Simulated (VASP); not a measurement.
Given:

```
SnO
1.0
    3.86779     0.00000     0.00000
    0.00000     3.86779     0.00000
    0.00000     0.00000     5.05264
Sn O
2 2
Cartesian
  1.93390   0.00000   3.88964
  3.86779   1.93390   1.16300
  1.93390   1.93390   5.05264
  0.00000   3.86779   5.05264
```

All values below come from PBE GGA, VASP's PBE PAW potentials (set 64) (plane waves; VASP 6.6.1). Run with 600 eV cut-off, 6×6×4 Γ-centred mesh, Gaussian smearing of 0.050 eV, potentials Sn_d O.

Energy and stress use the plane-wave basis of the starting cell. Without a dispersion term in the relaxation, distances and binding between the weakly bound layers, chains or molecules are unreliable, and so is what depends on them.

Problem. The ions, cell shape and volume at an external pressure of 1.0 GPa are relaxed. What does this cell relax into?

Solution. 
```
SnO
1.0
    3.85126     0.00000     0.00000
    0.00000     3.85126     0.00000
    0.00000     0.00000     4.87127
Sn O
2 2
Direct
  0.50000   0.00000   0.76145
  0.00000   0.50000   0.23855
  0.50000   0.50000   0.00000
  0.00000   0.00000   0.00000
```
Space group P4/nmm (129), at a tolerance of 0.03 Å.

Problem. How do energy and volume change from the first to the last step?

Solution. The energy (σ→0) changes by +2.3 meV/atom and the volume by -4.4 %, in 10 ionic steps.

```tsv
step	E(σ→0) (eV)	max force (eV/Å)	pressure (GPa)	volume (Å³)
1	-22.7307	0.000	-0.05	75.59
2	-22.7248	0.242	1.49	74.24
3	-22.7280	0.166	1.01	74.65
4	-22.7278	0.109	1.01	74.25
5	-22.7239	0.036	1.05	73.27
6	-22.7240	0.036	1.01	72.96
7	-22.7225	0.036	0.94	72.44
8	-22.7217	0.037	0.93	72.30
9	-22.7210	0.040	1.24	72.19
10	-22.7215	0.005	1.06	72.25
```

The compound is SnO in the litharge structure. This run relaxes it under an external pressure of 1 GPa. Symmetry was kept, so distortions that lower it aren't found.
